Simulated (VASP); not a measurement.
Energy against volume of NiSb (NiAs type). All values below come from r2SCAN+rVV10, VASP's PBE PAW potentials (set 64) (plane waves; VASP 6.6.1). Run with 520 eV cut-off, 9×9×6 Γ-centred mesh, first-order Methfessel-Paxton smearing of 0.10 eV, potentials Ni Sb.

Shape and ions are relaxed at each volume.

```csv
V (Å³/atom),E (eV/atom)
15.967,-18.87840
16.477,-18.89916
16.986,-18.90510
17.496,-18.89870
```

Problem. Fit these four points and predict the energy of the run at 18.006 Å³/atom.

Solution. A cubic in V^(−2/3), the third-order Birch-Murnaghan form, passes through the four points with V0 = 16.96 Å³/atom and B0 = 130 GPa, and gives -18.8820 eV/atom there. The run gave -18.8821 eV/atom, -0.1 meV/atom from the fit; all five points give B0 = 130 GPa.

The compound is NiSb in the NiAs type structure. It was relaxed first. The run is not spin-polarised, so no magnetic state was tried.
